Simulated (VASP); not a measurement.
The system is Y2CF2.

```
CELL_PARAMETERS angstrom
3.62529 0.00000 0.00000
-1.81264 3.13959 0.00000
0.00000 0.00000 6.32055
ATOMIC_POSITIONS crystal
Y 0.33333 0.66667 0.21315
Y 0.66667 0.33333 0.78685
C 0.00000 0.00000 0.00000
F 0.33333 0.66667 0.61428
F 0.66667 0.33333 0.38572
```

The cell comes from a database or a generator and needn't be the stable form of this composition.

Base run:

```yaml
Program: VASP 6.6.1
Functional: PBE
Potentials_or_basis: VASP PAW PBE potentials, release 64 (Y_sv, C, F)
Cutoff: 520 eV
k_mesh: 9 × 9 × 4
Occupations: gaussian, width 0.03 eV
Spin: no spin polarisation
```

Its results: band gap on the k mesh 1.17 eV, indirect (least direct gap 1.31 eV); pressure 4.7 GPa; largest force 0.125 eV/Å.

Task: The run is repeated on the same cell with these changes: functional from PBE to r2SCAN; further incar settings from ALGO = Fast; EDIFF = 1e-07; NBANDS = 68 to ALGO = Normal; EDIFF = 1e-07; NBANDS = 28. What comes out?

Result: Band gap on the k mesh 1.47 eV, indirect (least direct gap 1.62 eV); pressure 3.1 GPa; largest force 0.094 eV/Å.

Caveats: an odd mesh through Γ misses points on the zone boundary, where band edges often lie (some runs); the PAW data sets were made with another functional, which shifts forces and pressure a little (some runs).
